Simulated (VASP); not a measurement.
VASP runs on TcGe2 (space group Fm-3m) share one base input (PBE GGA, plane waves, VASP's PBE PAW potentials (set 64)) and change the settings named in each case.

### KPOINTS
```
K-points
0
G
 5 5 5
0 0 0
```

### INCAR
```
! general
SYSTEM  = TcGe2
PREC    = Accurate
ENCUT   = 300
LREAL   = .FALSE.
LASPH   = .TRUE.

! electronic loop
EDIFF   = 1E-6
NELM    = 100
ALGO    = Normal
LMAXMIX = 4

! smearing
ISMEAR  = -1
SIGMA   = 0.136

! functional
GGA     = PE

! ions
ISIF    = 2

! output
LWAVE   = .FALSE.
LCHARG  = .FALSE.
```

POSCAR:
```
TcGe2
1
    0.0000000000     3.1069270000     3.1069270000
    3.1069270000     0.0000000000     3.1069270000
    3.1069270000     3.1069270000     0.0000000000
Tc Ge
1 2
Direct
  0.0000000000   0.0000000000   0.0000000000
  0.2500000000   0.2500000000   0.2500000000
  0.7500000000   0.7500000000   0.7500000000
```

POTCAR, in this order: Tc_pv Ge_d (PBE.64 set). Program: vasp_std.

```json
[
 {"change": "base run", "E(σ→0) (eV/atom)": "-6.1565", "pressure (GPa)": "-12.25", "−TS (eV)": "-0.1683"},
 {"change": "GGA removed, POTCAR Tc_pv Ge_d (LDA.64 set)", "E(σ→0) (eV/atom)": "-6.9864", "pressure (GPa)": "-18.44", "−TS (eV)": "-0.1705"},
 {"change": "GGA_COMPAT = .FALSE., LNONCOLLINEAR = .TRUE., LSORBIT = .TRUE., MAGMOM = 0.0 0.0 0.0 0.0 0.0 0.0 0.0 0.0 0.0, program vasp_ncl", "E(σ→0) (eV/atom)": "-6.1980", "pressure (GPa)": "?", "−TS (eV)": "?"},
 {"change": "KPOINTS 2×2×2 Γ-centred mesh", "E(σ→0) (eV/atom)": "-5.8509", "pressure (GPa)": "-9.85", "−TS (eV)": "-0.3981"}
]
```

Q: Some entries are withheld; supply them.

A: 
- GGA_COMPAT = .FALSE., LNONCOLLINEAR = .TRUE., LSORBIT = .TRUE., MAGMOM = 0.0 0.0 0.0 0.0 0.0 0.0 0.0 0.0 0.0, program vasp_ncl, pressure (GPa): -12.16
- GGA_COMPAT = .FALSE., LNONCOLLINEAR = .TRUE., LSORBIT = .TRUE., MAGMOM = 0.0 0.0 0.0 0.0 0.0 0.0 0.0 0.0 0.0, program vasp_ncl, −TS (eV): -0.1686

Energies of different potentials or functionals have different zeros.  At 300 eV the pressure can carry a Pulay error.

Left out are runs that ran out of time, are held back, or changed the cell or the kind of run, fixed moments of cells without a moment, rows past the twelfth, gaps on odd meshes, pressures of charged cells and columns that move by less than the noise.

The structure was generated: TcGe2 was put into an ordered model structure, which need not be its known phase. The cell was not relaxed at this level.
